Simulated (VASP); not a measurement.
Computed with r2SCAN meta-GGA, VASP's PBE PAW potentials (set 64) (plane waves; VASP).

Input for VASP

File KPOINTS:
```
kpoints
0
G
  13 13 13
0 0 0
```

INCAR:
```
! general
SYSTEM  = Se
PREC    = Accurate
ENCUT   = 530
LREAL   = .FALSE.
LASPH   = .TRUE.

! electronic loop
EDIFF   = 1E-7
NELM    = 100
ALGO    = Normal
LMAXMIX = 4
LMIXTAU = .TRUE.

! smearing
ISMEAR  = 1
SIGMA   = 0.1

! functional
METAGGA = R2SCAN

! ions
IBRION  = 6
NSW     = 1
ISIF    = 3
POTIM   = 0.015
NFREE   = 2

! output
LWAVE   = .FALSE.
LCHARG  = .FALSE.
```

**POSCAR**
```
Se
2.9707180
 -0.5773502189   0.5773502189   0.5773502189
  0.5773502189  -0.5773502189   0.5773502189
  0.5773502189   0.5773502189  -0.5773502189
Se
1
direct
  0.0000000000   0.0000000000   0.0000000000
```

POTCAR, in this order: Se (PBE.64 set). Program: vasp_std.

Output

### OUTCAR
```
 ion  position               nearest neighbor table
   1  0.000  0.000  0.000-
  LATTYP: Found a body centered cubic cell.
 ALAT       =     3.4302893750
 Subroutine PRICEL returns:
 Original cell was already a primitive cell.
 Subroutine GETGRP returns: Found 48 space group operations
The static configuration has the point symmetry O_h .
The dynamic configuration has the point symmetry O_h .
 Subroutine INISYM returns: Found 48 space group operations
 Subroutine IBZKPT returns following result:
 Found     84 irreducible k-points:

 Following reciprocal coordinates:
            Coordinates               Weight
  0.000000  0.000000  0.000000      1.000000
  0.076923  0.000000  0.000000     12.000000
  0.153846  0.000000  0.000000     12.000000
  0.230769  0.000000  0.000000     12.000000
  0.307692  0.000000  0.000000     12.000000
  0.384615  0.000000  0.000000     12.000000
  0.461538  0.000000  0.000000     12.000000
  0.076923  0.076923  0.000000     24.000000
  0.153846  0.076923  0.000000     48.000000
  0.230769  0.076923  0.000000     48.000000
  0.307692  0.076923 -0.000000     48.000000
  0.384615  0.076923  0.000000     48.000000
  0.461538  0.076923  0.000000     24.000000
  0.153846  0.153846  0.000000     24.000000
  0.230769  0.153846  0.000000     48.000000
  0.307692  0.153846  0.000000     48.000000
  0.384615  0.153846  0.000000     48.000000
  0.230769  0.230769  0.000000     24.000000
  0.307692  0.230769  0.000000     48.000000
  0.384615  0.230769 -0.000000     24.000000
  0.307692  0.307692  0.000000     24.000000
  0.076923  0.076923  0.076923      8.000000
  0.153846  0.076923  0.076923     24.000000
  0.230769  0.076923  0.076923     24.000000
  0.307692  0.076923  0.076923     24.000000
...
```

### OSZICAR
```
...
DAV:  10    -0.136007385947E+02   -0.50498E-06   -0.43560E-07 10381   0.687E-03    0.171E-02
DAV:  11    -0.136007395549E+02   -0.96018E-06   -0.74685E-08  5565   0.340E-03    0.129E-02
DAV:  12    -0.136007401512E+02   -0.59630E-06   -0.75046E-08  6188   0.363E-03    0.711E-03
DAV:  13    -0.136007405707E+02   -0.41954E-06   -0.58544E-08  5551   0.306E-03    0.346E-03
DAV:  14    -0.136007406387E+02   -0.67945E-07   -0.11189E-08  4683   0.138E-03
   9 F= -.13600741E+02 E0= -.13600593E+02  d E =-.442550E-03
       N       E                     dE             d eps       ncg     rms          rms(c)
DAV:   1    -0.136114040845E+02   -0.10664E-01   -0.27825E-01 10164   0.302E+00    0.228E-01
DAV:   2    -0.136056140439E+02    0.57900E-02   -0.64760E-03 10654   0.670E-01    0.136E-01
DAV:   3    -0.136022617719E+02    0.33523E-02   -0.27801E-03 10808   0.467E-01    0.249E-02
DAV:   4    -0.136011808773E+02    0.10809E-02   -0.20218E-04  9961   0.160E-01    0.185E-02
DAV:   5    -0.136016087018E+02   -0.42782E-03   -0.15690E-04  9387   0.135E-01    0.669E-03
DAV:   6    -0.136007128791E+02    0.89582E-03   -0.12030E-04  8890   0.117E-01    0.101E-03
DAV:   7    -0.136007902041E+02   -0.77325E-04   -0.49823E-06 11774   0.248E-02    0.702E-04
DAV:   8    -0.136007545740E+02    0.35630E-04   -0.29774E-07 10276   0.492E-03    0.220E-04
DAV:   9    -0.136007413320E+02    0.13242E-04   -0.54551E-08  6349   0.296E-03    0.846E-05
DAV:  10    -0.136007398838E+02    0.14481E-05   -0.50884E-09  5061   0.874E-04    0.522E-05
DAV:  11    -0.136007415121E+02   -0.16283E-05   -0.44422E-10  4963   0.240E-04    0.181E-05
DAV:  12    -0.136007407840E+02    0.72812E-06   -0.26978E-10  4725   0.200E-04    0.677E-06
DAV:  13    -0.136007406893E+02    0.94756E-07   -0.30515E-11  4718   0.691E-05
  10 F= -.13600741E+02 E0= -.13600593E+02  d E =-.442590E-03
       N       E                     dE             d eps       ncg     rms          rms(c)
DAV:   1    -0.136040129411E+02   -0.32722E-02   -0.30113E-01 10192   0.335E+00    0.354E-01
DAV:   2    -0.136003735813E+02    0.36394E-02   -0.87322E-03 10556   0.769E-01    0.196E-01
DAV:   3    -0.136002481068E+02    0.12547E-03   -0.54011E-03 10346   0.646E-01    0.397E-02
DAV:   4    -0.136003807091E+02   -0.13260E-03   -0.53760E-05 11977   0.727E-02    0.400E-02
DAV:   5    -0.136002306448E+02    0.15006E-03   -0.10986E-05 10682   0.329E-02    0.328E-02
DAV:   6    -0.136007064530E+02   -0.47581E-03   -0.19541E-04  8722   0.155E-01    0.241E-02
DAV:   7    -0.136007387864E+02   -0.32333E-04   -0.23421E-05 10591   0.481E-02    0.253E-02
DAV:   8    -0.136007333350E+02    0.54514E-05   -0.30938E-06 10024   0.176E-02    0.154E-02
DAV:   9    -0.136007399694E+02   -0.66344E-05   -0.22790E-06 10010   0.170E-02    0.411E-03
DAV:  10    -0.136007404344E+02   -0.46501E-06   -0.19065E-07 10654   0.586E-03    0.145E-03
DAV:  11    -0.136007405701E+02   -0.13570E-06   -0.67767E-08  6713   0.396E-03    0.326E-04
DAV:  12    -0.136007406233E+02   -0.53181E-07   -0.59410E-08  5047   0.308E-03
  11 F= -.13600741E+02 E0= -.13600593E+02  d E =-.442619E-03
       N       E                     dE             d eps       ncg     rms          rms(c)
DAV:   1    -0.135928864128E+02    0.78542E-02   -0.24676E-01 10234   0.289E+00    0.229E-01
DAV:   2    -0.135961077033E+02   -0.32213E-02   -0.58573E-03 10416   0.627E-01    0.136E-01
DAV:   3    -0.135986697726E+02   -0.25621E-02   -0.27940E-03 10563   0.455E-01    0.268E-02
DAV:   4    -0.136003556573E+02   -0.16859E-02   -0.23201E-04 10010   0.167E-01    0.196E-02
DAV:   5    -0.135995168598E+02    0.83880E-03   -0.18191E-04  9443   0.141E-01    0.918E-03
DAV:   6    -0.136007425402E+02   -0.12257E-02   -0.12003E-04  9002   0.112E-01    0.115E-03
DAV:   7    -0.136006923269E+02    0.50213E-04   -0.44036E-06 11963   0.225E-02    0.699E-04
DAV:   8    -0.136007294449E+02   -0.37118E-04   -0.34478E-07 10528   0.501E-03    0.151E-04
DAV:   9    -0.136007428724E+02   -0.13428E-04   -0.92442E-08  7462   0.352E-03    0.910E-05
DAV:  10    -0.136007426293E+02    0.24313E-06   -0.18392E-09  4963   0.497E-04    0.777E-05
DAV:  11    -0.136007393258E+02    0.33035E-05   -0.13410E-09  4914   0.411E-04    0.234E-05
DAV:  12    -0.136007404196E+02   -0.10938E-05   -0.83456E-10  4746   0.382E-04    0.156E-05
DAV:  13    -0.136007403089E+02    0.11066E-06   -0.34625E-11  4753   0.673E-05    0.133E-05
DAV:  14    -0.136007402998E+02    0.91399E-08   -0.15051E-12  4676   0.146E-05
  12 F= -.13600740E+02 E0= -.13600593E+02  d E =-.442588E-03
       N       E                     dE             d eps       ncg     rms          rms(c)
DAV:   1    -0.136039907596E+02   -0.32505E-02   -0.34002E-01 10409   0.343E+00    0.354E-01
DAV:   2    -0.136003771729E+02    0.36136E-02   -0.89376E-03 10423   0.779E-01    0.197E-01
DAV:   3    -0.136002479137E+02    0.12926E-03   -0.54053E-03 10444   0.647E-01    0.396E-02
DAV:   4    -0.136004769228E+02   -0.22901E-03   -0.71291E-05 11760   0.862E-02    0.387E-02
DAV:   5    -0.136002783391E+02    0.19858E-03   -0.36310E-05 10115   0.554E-02    0.211E-02
DAV:   6    -0.136007261964E+02   -0.44786E-03   -0.17948E-04  8729   0.145E-01    0.107E-02
DAV:   7    -0.136007389101E+02   -0.12714E-04   -0.95212E-06 11067   0.328E-02    0.103E-02
DAV:   8    -0.136007362419E+02    0.26681E-05   -0.14430E-06 10388   0.110E-02    0.540E-03
DAV:   9    -0.136007405962E+02   -0.43542E-05   -0.30596E-06  9499   0.196E-02    0.380E-04
DAV:  10    -0.136007406220E+02   -0.25862E-07   -0.55721E-08  7924   0.271E-03
  13 F= -.13600741E+02 E0= -.13600593E+02  d E =-.442583E-03
       N       E                     dE             d eps       ncg     rms          rms(c)
DAV:   1    -0.135884736823E+02    0.12267E-01   -0.34419E-01  1505   0.378E+00    0.146E-01
DAV:   2    -0.135937135701E+02   -0.52399E-02   -0.74057E-03  1449   0.805E-01    0.942E-02
DAV:   3    -0.135975515656E+02   -0.38380E-02   -0.18260E-03  1610   0.391E-01    0.470E-03
DAV:   4    -0.136000392421E+02   -0.24877E-02   -0.43903E-04  1316   0.252E-01    0.320E-03
DAV:   5    -0.135993739309E+02    0.66531E-03   -0.85705E-05  1638   0.928E-02    0.123E-03
DAV:   6    -0.135993951369E+02   -0.21206E-04   -0.55867E-05  1358   0.709E-02    0.274E-04
DAV:   7    -0.135994950010E+02   -0.99864E-04   -0.96729E-06  1351   0.316E-02    0.168E-04
DAV:   8    -0.135994936946E+02    0.13063E-05   -0.14966E-07  1799   0.433E-03    0.782E-05
DAV:   9    -0.135994980933E+02   -0.43987E-05   -0.14092E-07  1274   0.334E-03    0.323E-05
DAV:  10    -0.135995009052E+02   -0.28119E-05   -0.48460E-08   784   0.199E-03    0.174E-05
DAV:  11    -0.135995006346E+02    0.27062E-06   -0.84011E-10   728   0.309E-04    0.646E-06
DAV:  12    -0.135995006788E+02   -0.44178E-07   -0.36514E-10   714   0.211E-04
  14 F= -.13599501E+02 E0= -.13599202E+02  d E =-.896831E-03
       N       E                     dE             d eps       ncg     rms          rms(c)
DAV:   1    -0.135963316924E+02    0.31689E-02   -0.77741E-01  1190   0.571E+00    0.313E-02
DAV:   2    -0.135993721332E+02   -0.30404E-02   -0.16897E-02  1211   0.122E+00    0.192E-02
DAV:   3    -0.135988643087E+02    0.50782E-03   -0.56201E-04  1631   0.297E-01    0.308E-03
DAV:   4    -0.135994665650E+02   -0.60226E-03   -0.25867E-04  1225   0.203E-01    0.807E-04
DAV:   5    -0.135995016589E+02   -0.35094E-04   -0.39113E-05  1365   0.587E-02    0.480E-04
DAV:   6    -0.135994948870E+02    0.67719E-05   -0.70116E-06  1246   0.273E-02    0.257E-04
DAV:   7    -0.135995000224E+02   -0.51354E-05   -0.10546E-06  1365   0.109E-02    0.715E-05
DAV:   8    -0.135995007802E+02   -0.75776E-06   -0.17554E-07  1379   0.401E-03    0.400E-05
DAV:   9    -0.135995003143E+02    0.46591E-06   -0.64273E-08   833   0.222E-03    0.158E-05
DAV:  10    -0.135995006107E+02   -0.29638E-06   -0.21929E-08   658   0.129E-03    0.352E-06
DAV:  11    -0.135995006246E+02   -0.13917E-07   -0.26853E-10   714   0.225E-04
  15 F= -.13599501E+02 E0= -.13599202E+02  d E =-.896836E-03
```

**OUTCAR**
```
------------------------ aborting loop because EDIFF is reached ----------------------------------------
  FORCE on cell =-STRESS in cart. coord.  units (eV):
  Direction    XX          YY          ZZ          XY          YZ          ZX
  --------------------------------------------------------------------------------------
  Total        0.0072997      0.0072997      0.0072997      0.0000000      0.0000000     -0.0000000
  in kB        0.5795013      0.5795013      0.5795013      0.0000000      0.0000000     -0.0000000
  external PRESSURE =       0.5795013 kB  Pullay stress =       0.0000000 kB
  volume of cell :       20.18
      direct lattice vectors                 reciprocal lattice vectors
    -1.715144688  1.715144688  1.715144688     0.000000000  0.291520595  0.291520595
     1.715144688 -1.715144688  1.715144688     0.291520595  0.000000000  0.291520595
     1.715144688  1.715144688 -1.715144688     0.291520595  0.291520595  0.000000000
 POSITION                                       TOTAL-FORCE (eV/Angst)
 -----------------------------------------------------------------------------------
     -0.01500      0.00000      0.00000        -0.000000     -0.000000      0.000000
 -----------------------------------------------------------------------------------
    total drift:                                0.000001      0.000000      0.000000
  FREE ENERGIE OF THE ION-ELECTRON SYSTEM (eV)
  ---------------------------------------------------
  free  energy   TOTEN  =       -13.5995006246 eV

  energy  without entropy=      -13.5986037887  energy(sigma->0) =      -13.59920168

   1 f/i=    0.000000 THz     0.000000 2PiTHz    0.000000 cm-1     0.000000 meV
             X         Y         Z           dx          dy          dz
      0.000000  0.000000  0.000000     0.249182    0.968457    0.000000

   2 f/i=    0.000000 THz     0.000000 2PiTHz    0.000000 cm-1     0.000000 meV
             X         Y         Z           dx          dy          dz
      0.000000  0.000000  0.000000    -0.968457    0.249182    0.000000

   3 f/i=    0.000000 THz     0.000000 2PiTHz    0.000000 cm-1     0.000000 meV
             X         Y         Z           dx          dy          dz
      0.000000  0.000000  0.000000     0.000000    0.000000    1.000000

 ELASTIC MODULI CONTR FROM IONIC RELAXATION (kBar)
 Direction    XX          YY          ZZ          XY          YZ          ZX
 --------------------------------------------------------------------------------
 XX           0.0000      0.0000      0.0000      0.0000      0.0000      0.0000
 YY           0.0000      0.0000      0.0000      0.0000      0.0000      0.0000
 ZZ           0.0000      0.0000      0.0000      0.0000      0.0000      0.0000
 XY           0.0000      0.0000      0.0000      0.0000      0.0000      0.0000
 YZ           0.0000      0.0000      0.0000      0.0000      0.0000      0.0000
 ZX           0.0000      0.0000      0.0000      0.0000      0.0000      0.0000
 --------------------------------------------------------------------------------

 TOTAL ELASTIC MODULI (kBar)
 Direction    XX          YY          ZZ          XY          YZ          ZX
 --------------------------------------------------------------------------------
 XX        1323.6945    506.0340    506.0340      0.0000     -0.0000      0.0000
 YY         506.0340   1323.6945    506.0340      0.0000      0.0000      0.0000
 ZZ         506.0340    506.0340   1323.6945     -0.0000     -0.0000      0.0000
 XY           0.0000      0.0000     -0.0000   -779.1280      0.0000      0.0000
 YZ          -0.0000      0.0000     -0.0000      0.0000   -779.1280      0.0000
 ZX           0.0000      0.0000      0.0000      0.0000      0.0000   -779.1280
 --------------------------------------------------------------------------------
```
(Selected blocks of OUTCAR.)

Finite-difference elastic constants of metals are sensitive to mesh and smearing; shear constants can be off by tens of GPa.

The structure was generated: Se was put into the bcc type (Im-3m), which need not be its known phase. It was relaxed first.
